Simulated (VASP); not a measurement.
Consider the following.

```xyz
2
Lattice="2.9158 0.0000 0.0000 0.0000 2.9158 0.0000 0.0000 0.0000 2.9158" Properties=species:S:1:pos:R:3 pbc="T T T"
Ru     0.0000     0.0000     0.0000
P      1.4579     1.4579     1.4579
```

Computed with PBEsol GGA, VASP's PBE PAW potentials (set 64) (plane waves; VASP 6.6.1). Settings: 400 eV cut-off, Gaussian smearing of 0.050 eV, potentials Ru_pv P.

Task: Estimate the band gap (along the path) with the smallest direct gap where there is one.

Result: 
```
Property                                                      Value
-------------------------  ----------------------------------------
band gap (along the path)  none (metal, semimetal or under 0.01 eV)
```

The absolute energy has meaning only against runs of the same code, potentials and settings.

The structure was generated: RuP was put into the CsCl type type (Pm-3m), which need not be its known phase. It was relaxed first, which changed the volume by -30 %. The electron count is odd and the run is not spin-polarised, which forces a metal.
